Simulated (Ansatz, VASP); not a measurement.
# PNO: VASP beside Ansatz, part 2 of 2

Wanted: the spread between two codes on one cell, functional and k mesh. The cell is taken from a series of runs on this material, whose earlier steps may have relaxed, scaled, displaced or heated it; both programs get it as it stands.

VASP 6.6.1 and Ansatz 0.2.0.

So far: Starting point; VASP: dielectric response, LDA.

### 3. Ansatz: dielectric response, LDA

Level of this step: Ansatz beside VASP: Kohn-Sham DFT, plane waves, LDA (Ansatz).

Ansatz runs on its default PAW (the set named soft_2) files.

The same cell, functional (in two slightly different forms) and mesh now go to Ansatz, which takes its cutoff from its data sets.

Input file input.yaml:

```yaml
crystal:
  lattice:
    - [4.783611555, 0.0, 0.0]
    - [-2.3918057775, 4.1427291285, 0.0]
    - [0.0, 0.0, 5.281207]
  atoms:
    - { symbol: P, position: [0.985906, 0.461916, 0.328176] }
    - { symbol: P, position: [0.538084, 0.52399, 0.9948426667] }
    - { symbol: P, position: [0.47601, 0.014094, 0.6615093333] }
    - { symbol: "N", position: [0.388331, 0.260582, 0.782152] }
    - { symbol: "N", position: [0.872251, 0.611669, 0.1154853333] }
    - { symbol: "N", position: [0.739418, 0.127749, 0.4488186667] }
    - { symbol: O, position: [0.146478, 0.720287, 0.556338] }
    - { symbol: O, position: [0.279713, 0.426191, 0.2230046667] }
    - { symbol: O, position: [0.573809, 0.853522, 0.8896713333] }
kpoints:
  mp_grid: { grid: [6, 6, 4] }
hamiltonian:
  xc: lda
scf:
  occupations: { method: fixed }
dielectric: {}
```

On the command line:

```console
> ansatz run input.yaml --threads 4 --pin off --max-ram 5529MiB --backend cpu --events-out ev --progress --plain --runs-dir out
```

Numbers of over 12 decimals in the logs are rounded to 6 here.

The program printed:

```text
Engine: ansatz 0.2.0, aarch64-unknown-linux-gnu
Pseudopotentials: kind: paw
Pseudopotential: P, paw, valence charge 5, recommended cutoff 420 eV (normal), P.paw.azcp
Pseudopotential: N, paw, valence charge 5, recommended cutoff 420 eV (normal), N.paw.azcp
Pseudopotential: O, paw, valence charge 6, recommended cutoff 420 eV (normal), O.paw.azcp
Functional definition: SPW92
  exchange = slater_x
  correlation = pw_c
Crystal: 9 atoms, lattice volume = 104.659 Å³
Basis set: ecut = 420 eV, 2003 PW (Γ), exchange–correlation on 64×64×72 points (8 copies of the dense FFT grid, shifted against one another)
Bands: 33, of which v1, the nominal top of the filled ones, is band 24 counted from 1 (23 counted from 0)
Symmetry: 3 space group operations
k-points: 76 of 144 (irreducible under 1 space group operation, time reversal used)
Non-local potential: P, projectors of the file, l = 0: 2, l = 1: 2, l = 2: 2
Non-local potential: N, projectors of the file, l = 0: 2, l = 1: 2, l = 2: 1
Non-local potential: O, projectors of the file, l = 0: 2, l = 1: 2, l = 2: 1
PAW form: soft (Blöchl's): semilocal exchange-correlation on the pseudo side does not see the compensation charge
PAW frozen core: P, regenerated for the run's functional, and the local potential with it (the file was generated under x = pbe(κ = 0.804, μ = 0.219515), c = pbe(β = 0.066725))
PAW frozen core: N, regenerated for the run's functional, and the local potential with it (the file was generated under x = pbe(κ = 0.804, μ = 0.219515), c = pbe(β = 0.066725))
PAW frozen core: O, regenerated for the run's functional, and the local potential with it (the file was generated under x = pbe(κ = 0.804, μ = 0.219515), c = pbe(β = 0.066725))
PAW one-centre angular grid: P, 110 points (default); XC on 64 Gauss nodes
PAW one-centre angular grid: N, 110 points (default); XC on 64 Gauss nodes
PAW one-centre angular grid: O, 110 points (default); XC on 64 Gauss nodes
Initial density: superposition of atomic densities (neutral atoms: chi_scale 0, normalization atom), corrected by the library's trained network
Initial wavefunctions: pseudopotential atomic-orbital guess
Functional: x = slater, c = lda
SCF iter   1: F=—  HF=-4968.633619 eV  |F-HF|=—  |Δ(HF+E_count)|=         —  Δρ=1.27e-2  dr2=1.54e-1  ethr=1.77e-3  ⟨swp⟩=6.2  Hψ=12301  notcnv=0  defer=523
preconditioner: auto → Resta (q_TF=auto, 2.396 Å⁻¹)  ε∞=3.6  [insulator: Δε(μ)=5.066 eV  Ē_g=15.724 eV  n_scr=22 (ndim 8)  ℏωp=25.1 eV  f_vac=0.053  ε∞_Penn≈3.6]
SCF iter   2: F=—  HF=-4968.590880 eV  |F-HF|=—  |Δ(HF+E_count)|=   4.27e-2  Δρ=3.72e-3  dr2=7.70e-3  ethr=3.22e-4  ⟨swp⟩=3.3  Hψ=4940  notcnv=0  defer=531
SCF iter   3: F=—  HF=-4968.589348 eV  |F-HF|=—  |Δ(HF+E_count)|=   1.53e-3  Δρ=1.79e-3  dr2=2.48e-3  ethr=1.60e-5  ⟨swp⟩=2.2  Hψ=2839  notcnv=0  defer=531
SCF iter   4: F=—  HF=-4968.588855 eV  |F-HF|=—  |Δ(HF+E_count)|=   4.93e-4  Δρ=2.61e-4  dr2=5.96e-5  ethr=5.17e-6  ⟨swp⟩=3.0  Hψ=4164  notcnv=0  defer=530
SCF iter   5: F=—  HF=-4968.588869 eV  |F-HF|=—  |Δ(HF+E_count)|=   1.45e-5  Δρ=1.40e-4  dr2=1.66e-5  ethr=1.24e-7  ⟨swp⟩=2.5  Hψ=4261  notcnv=0  defer=521
SCF iter   6: F=—  HF=-4968.588867 eV  |F-HF|=—  |Δ(HF+E_count)|=   2.07e-6  Δρ=4.04e-5  dr2=1.47e-6  ethr=3.46e-8  ⟨swp⟩=2.7  Hψ=4867  notcnv=0  defer=476
SCF iter   7: F=—  HF=-4968.588868 eV  |F-HF|=—  |Δ(HF+E_count)|=   5.55e-7  Δρ=7.16e-6  dr2=4.66e-8  ethr=3.06e-9  ⟨swp⟩=2.6  Hψ=3995  notcnv=0  defer=477
SCF iter   8: F=—  HF=-4968.588868 eV  |F-HF|=—  |Δ(HF+E_count)|=   1.46e-8  Δρ=1.97e-6  dr2=4.00e-9  ethr=9.71e-11  ⟨swp⟩=3.6  Hψ=4331  notcnv=0  defer=477
SCF iter   9: F=—  HF=-4968.588868 eV  |F-HF|=—  |Δ(HF+E_count)|=   1.78e-9  Δρ=3.42e-7  dr2=1.01e-10  ethr=8.34e-12  ⟨swp⟩=2.8  Hψ=4143  notcnv=0  defer=477
SCF iter  10: F=-4968.588868 eV  HF=-4968.588868 eV  |F-HF|=0.00e0  |Δ(HF+E_count)|=  1.91e-11  Δρ=3.98e-8  dr2=1.75e-12  ethr=1.00e-12  ⟨swp⟩=15.3  Hψ=12887  notcnv=0
SCF 1 converged in 10 iterations: F = -4968.588868 eV  dr2 = 1.75e-12
  greatest PAW one-centre occupation: 0.856 electrons in one spin orbital (limit 2), on the O atom at site 8 (counted from 0), in its partial waves of l = 0
DFPT response loops at Γ: preconditioner auto → none (the input reference at scf.mixing.eps_inf says where Resta's filter doesn't serve); β = 0.50; Broyden in place of MSR1
── the response to a field inside a basis, on 6×6×4 k-points: an SCF that follows is theirs, and a resumed run solves both again ──
Bands: 25, of which v1, the nominal top of the filled ones, is band 24 counted from 1 (23 counted from 0)
k-points: 72 of 144 (irreducible under 1 space group operation, time reversal used)
Initial density: handed on by an earlier stage of this run
Initial wavefunctions: pseudopotential atomic-orbital guess (no wavefunctions were taken with the density)
Eigensolver: Dense (72 Hₖ)
SCF iter   1: F=—  HF=-4968.572842 eV  |F-HF|=—  |Δ(HF+E_count)|=         —  Δρ=4.68e-4  dr2=4.84e-5  ethr=1.00e-1
preconditioner: auto → Resta (q_TF=auto, 2.396 Å⁻¹)  ε∞=4.4  [insulator: Δε(μ)=5.196 eV  Ē_g=13.724 eV  n_scr=22 (ndim 8)  ℏωp=25.1 eV  f_vac=0.042  ε∞_Penn≈4.4]
SCF iter   2: F=—  HF=-4968.572829 eV  |F-HF|=—  |Δ(HF+E_count)|=   1.23e-5  Δρ=2.03e-4  dr2=1.15e-5  ethr=1.01e-7
SCF iter   3: F=—  HF=-4968.572828 eV  |F-HF|=—  |Δ(HF+E_count)|=   1.01e-6  Δρ=6.71e-5  dr2=1.08e-6  ethr=2.39e-8
SCF iter   4: F=-4968.572828 eV  HF=-4968.572828 eV  |F-HF|=4.46e-8  |Δ(HF+E_count)|=   1.05e-7  Δρ=7.85e-6  dr2=7.08e-8  ethr=2.25e-9
SCF 1 converged in 4 iterations: F = -4968.572828 eV  dr2 = 7.08e-8
DFPT response loops at Γ: mixed as the last ones told, above
SCF converged after 10 iterations
Free energy (F): -4968.588868 eV
Harris-Foulkes:  -4968.588868 eV  (|F-HF|=0.00e0)
Internal energy: -4968.588868 eV  (E = F + TS)
E sigma→0 (E₀):  -4968.588868 eV
Fermi energy:    4.967018 eV
--- Per-component energies (eV) ---
  E_band       = -157.601070
  E_kinetic    = 1165.500829
  E_local      = -2469.961837  (includes V_loc(G=0)·N_el)
  E_nonlocal   = 387.034105
  E_hartree    = 828.158933
  E_xc         = -583.121949
  E_vxc        = -695.467892  (∫ρ·V_xc dr)
  E_paw        = -2420.295617  (= ΣΔE_a)
  E_vpaw       = -201.032248  (= ΣTr[D̂ρ^β])
  E_aug_tail   = 0.008127  (compensation charges beyond the density's cutoff)
  E_ewald      = -1876.794410
  E_core_change = 0.882951  (= ΣΔE_core)
  E_smearing   = -0.000000  (= −TS)
  E_closure    = -0.000000  (closes the sum)
  Σ components = -4968.588868   (vs F -4968.588868, Δ=0.00e0)
--- Band table (eV; the first three rows and the last of 76) ---
  k-point 0: bands = [... 20 lower, 3.4732, 3.8463, 4.3898, 4.3898, 10.1048, 10.5010, 10.5010, 11.6910, ... 5 higher]
  k-point 1: bands = [... 20 lower, 3.4631, 3.8991, 4.5276, 4.5649, 10.2930, 10.5777, 10.6639, 12.0528, ... 5 higher]
  k-point 2: bands = [... 20 lower, 3.4387, 4.2627, 4.2627, 4.7192, 10.2961, 11.0093, 11.0093, 12.1381, ... 5 higher]
  k-point 75: bands = [... 20 lower, 3.5375, 3.8927, 4.3766, 4.5744, 10.5241, 10.9227, 11.8581, 12.2041, ... 5 higher]
--- Dielectric response (ions clamped): 3 representative field directions + reference, inside a basis on a mesh of 144 k-points (Σ response iterations 15) ---
  ε∞ (high-frequency dielectric tensor):
        3.419358     0.000000    -0.000000
        0.000000     3.419358     0.000000
       -0.000000     0.000000     3.538380
  Born effective charges Z* (e; rows j = field, columns β = displacement):
    site 0:
         4.53051    0.55106    0.75768
         0.51672    3.95376    0.28608
        -0.23692   -0.83480    4.48703
    site 1:
         4.56031   -0.49951   -0.62659
        -0.53385    3.92396    0.51313
         0.84141    0.21222    4.48703
    site 2:
         3.63559   -0.00004   -0.13109
        -0.03438    4.84868   -0.79921
        -0.60449    0.62258    4.48703
    site 3:
        -1.68027    0.70618    0.52426
         0.57290   -2.56047   -1.06127
         0.45301   -1.23991   -2.38890
    site 4:
        -2.89428    0.12801   -1.18121
        -0.00527   -1.34646    0.07661
        -1.30030    0.22764   -2.38890
    site 5:
        -1.78656   -0.63427    0.65695
        -0.76755   -2.45418    0.98465
         0.84729    1.01227   -2.38890
    site 6:
        -1.48306   -1.02703   -0.61287
        -0.85941   -2.76047   -1.17609
        -0.44195   -1.18164   -2.09813
    site 7:
        -3.25797   -0.16534    1.32496
         0.00229   -0.98556    0.05728
         1.24431    0.20808   -2.09813
    site 8:
        -1.62426    0.94093   -0.71209
         1.10856   -2.61926    1.11881
        -0.80236    0.97357   -2.09813
  Z* charge neutrality: 4.912e-3 e pre-enforcement
  solved inside a basis spanned on kpoints, on 6×6×4 k-points, its susceptibility summed on 8×8×6: ε∞ is read to err by 1.0e-2, Z* by 1.7e-2 e (field_mesh: kpoints solves on kpoints); Z* is corrected for what the basis lacks
```

In the SCF lines HF is the Harris–Foulkes energy and dr2 the Hartree energy of the density residual, in eV; the loop may stop once dr2 is under the threshold and the program's other checks hold. Hψ counts applications of the Hamiltonian.

### 4. Side by side

Known differences besides the potentials themselves: the two LDA forms differ slightly; fixed occupations in Ansatz, narrow Gaussian smearing in VASP; VASP's response is taken on the typed mesh, Ansatz refines its own for the field response alone; the cutoff is 420 eV in Ansatz and 520 eV in VASP; VASP's log shows a relativistic correction to its local exchange, Ansatz's none. Total energies have different zeros and are not compared.

Compared:

| quantity | Ansatz | VASP | difference |
| --- | --- | --- | --- |
| ε∞ xx | 3.42 | 3.42 | +0.13 % |
| ε∞ yy | 3.42 | 3.42 | +0.13 % |
| ε∞ zz | 3.54 | 3.53 | +0.13 % |

### 5. Results

```
difference in ε∞ zz (dielectric response, LDA) : 0.13 %
```

**Reading.** The difference in ε∞ zz is 0.13 % (dielectric response, LDA), within the 5 % picked in this series as the mark of a large difference. Such differences can come from data sets, numerical settings and the points named under the comparisons, not from the functional's error against experiment.

[Lines on the potential files, build, host, timing and source positions are cut from VASP's logs without a mark.]

[Logs are printed without paths, hosts, clocks, repeated set-up lines and the standing remarks that a program may print on its own settings, such as how far it seeks lower states.]

[Hosts, paths, dates, database ids (printed as entryN), source tags and the programs' standing remarks are cut or masked in the printed files.]
